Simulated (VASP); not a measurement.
Given:

```xyz
2
Lattice="1.8274 -3.1652 0.0000 1.8274 3.1652 0.0000 0.0000 0.0000 5.7103" Properties=species:S:1:pos:R:3 pbc="T T T"
Gd     1.8274     1.0551     1.4276
Gd     1.8274    -1.0551     4.2827
```

Method: PBE GGA, VASP's PBE PAW potentials (set 64) (plane waves; VASP). Run with 520 eV cut-off, Gaussian smearing of 0.050 eV, potentials Gd_3.

The 4f electrons are frozen in the core of the lanthanide potential, so 4f levels, which can set the real gap, and their magnetism are missing.

Problem. Estimate the band gap (along the path) with the smallest direct gap where there is one.

Solution. 
band gap (along the path): none (metal, semimetal or under 0.01 eV)

The compound is Gd in the hcp structure. It was relaxed first.
